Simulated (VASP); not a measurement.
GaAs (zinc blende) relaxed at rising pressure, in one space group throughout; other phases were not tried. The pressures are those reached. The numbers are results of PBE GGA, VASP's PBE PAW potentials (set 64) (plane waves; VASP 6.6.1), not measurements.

```csv
P (GPa),V (Å³/atom),k-mesh
-0.07,23.783,8×8×8
4.96,22.163,8×8×8
9.92,21.015,8×8×8
19.90,19.375,9×9×9
29.86,18.209,9×9×9
```

A change of mesh leaves a small step in the series.

Q: Fit an equation of state and predict the volume at 45.08 GPa.

A: Least squares on the third-order Birch-Murnaghan form, P = (3B0/2)(y⁷ − y⁵)[1 + (3/4)(B′ − 4)(y² − 1)] with y = (V0/V)^(1/3), gives V0 = 23.751 Å³/atom, B0 = 62 GPa and B′ = 4.5, and so 16.922 Å³/atom. The run gave 16.907 Å³/atom, -0.1 % from the fit.

Pressures at which the relaxation failed are left out.

The compound is GaAs in the zinc blende structure.
